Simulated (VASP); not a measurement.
A convergence study with VASP on CsCl (space group no. 221 when undisturbed): a few settings are varied, all else stays as given below, so the limit is that of these other settings. One atom is moved off its site, so that forces are finite.

```
CELL_PARAMETERS angstrom
      4.14060     0.00000     0.00000
      0.00000     4.14060     0.00000
      0.00000     0.00000     4.14060
ATOMIC_POSITIONS crystal
  Cs 0.00000 0.00000 0.01208
  Cl 0.50000 0.50000 0.50000
```

Computed with PBE GGA, VASP's PBE PAW potentials (set 64) (plane waves; VASP 6.6.1). The last row used: 300 eV cut-off, 17×17×17 Γ-centred mesh shifted by (0.5, 0.5, 0.5), Fermi-Dirac smearing of 0.020 eV, potentials Cs_sv Cl.

Unless said otherwise, spin-orbit coupling is left out, though it shifts the bands of the heavy elements here.

| setting | E (eV/atom) | pressure (GPa) | largest force (eV/Å) | irreducible k-points |
|---|---|---|---|---|
| 2×2×2 mesh | ? | ? | ? | 1 |
| 3×3×3 mesh | ? | ? | ? | 6 |
| 4×4×4 mesh | -3.2658 | 0.64 | 0.040 | 6 |
| 5×5×5 mesh | -3.2658 | 0.64 | 0.040 | 18 |
| 6×6×6 mesh | -3.2656 | 0.63 | 0.040 | 18 |
| 7×7×7 mesh | -3.2656 | 0.64 | 0.040 | 40 |
| 8×8×8 mesh | -3.2656 | 0.63 | 0.040 | 40 |
| 9×9×9 mesh | -3.2656 | 0.64 | 0.040 | 75 |
| 10×10×10 mesh | -3.2656 | 0.64 | 0.040 | 75 |
| 12×12×12 mesh | -3.2656 | 0.64 | 0.040 | 126 |
| 13×13×13 mesh | -3.2656 | 0.64 | 0.040 | 196 |
| 14×14×14 mesh | -3.2656 | 0.64 | 0.040 | 196 |
| 16×16×16 mesh | -3.2656 | 0.64 | 0.040 | 288 |
| 17×17×17 mesh | -3.2656 | 0.64 | 0.040 | 405 |

Task: What belongs in the gaps?

Result: 
- 2×2×2 mesh, E (eV/atom): -3.3122
- 2×2×2 mesh, pressure (GPa): 0.08
- 2×2×2 mesh, largest force (eV/Å): 0.051
- 3×3×3 mesh, E (eV/atom): -3.2680
- 3×3×3 mesh, pressure (GPa): 0.59
- 3×3×3 mesh, largest force (eV/Å): 0.041

Left out are rungs that failed or repeat a setting and relaxations that didn't move; long series are thinned to 24 rows.

The structure is a typed CsCl crystal (space group no. 221). The cell was not relaxed at this level, it is distorted from the ideal structure.
